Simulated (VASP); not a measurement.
VASP input:

### INCAR
```
! general
SYSTEM   =  SnS2
PREC     =  Accurate
ENCUT    =  400
LREAL    =  .FALSE.
LASPH    =  .TRUE.

! electronic loop
EDIFF    =  1E-7
NELM     =  100
ALGO     =  Normal
LMAXMIX  =  4

! smearing
ISMEAR   =  -5

! functional
GGA      =  PS

! ions
ISIF     =  2

! output
LWAVE    =  .FALSE.
LCHARG   =  .TRUE.
LORBIT   =  11
NEDOS    =  601

! other
LEFG     =  .TRUE.
```

POSCAR:
```
SnS2
1
    1.8267819006    -3.1640793431     0.0000000000
    1.8267819006     3.1640793431    -0.0000000000
    0.0000000000     0.0000000000     6.0174651298
Sn S
1 2
Direct
  0.0000000000   0.0000000000   0.0000000000
  0.3333330000   0.6666670000   0.2449534156
  0.6666670000   0.3333330000   0.7550465844
```

**KPOINTS**
```
Automatic mesh
0
Gamma
8 8 4
0 0 0
```

POTCAR, in this order: Sn_d S (PBE.64 set). Program: vasp_std.

**Question.** Translate this PBEsol calculation to Quantum ESPRESSO's pw.x.

**Answer.** One equivalent input (not run):
```
&CONTROL
  calculation = 'scf'
  pseudo_dir = './pseudo'
  outdir = './out'
  tprnfor = .true.
  tstress = .true.
/
&SYSTEM
  ibrav = 0
  nat = 3
  ntyp = 2
  ecutwfc = 72
  occupations = 'tetrahedra'
  input_dft = 'pbesol'
/
&ELECTRONS
  conv_thr = 7.3e-09
  electron_maxstep = 100
/
ATOMIC_SPECIES
  Sn 118.710 Sn.upf
  S 32.060 S.upf
CELL_PARAMETERS angstrom
     1.8267819   -3.1640793    0.0000000
     1.8267819    3.1640793   -0.0000000
     0.0000000    0.0000000    6.0174651
ATOMIC_POSITIONS crystal
  Sn   0.0000000  0.0000000  0.0000000
  S    0.3333330  0.6666670  0.2449534
  S    0.6666670  0.3333330  0.7550466
K_POINTS automatic
  8 8 4 0 0 0
```
Limits of the translation: the potentials are each code's own (VASP's PAW set, PseudoDojo norm-conserving files in pw.x), so ENCUT and ecutwfc are chosen apart and not converted; conv_thr bounds pw.x's estimated SCF error, while EDIFF bounds the energy change between steps; the field gradients of LEFG aren't asked of the other code.

The compound is SnS2 in the 1T layered structure. It was relaxed first.
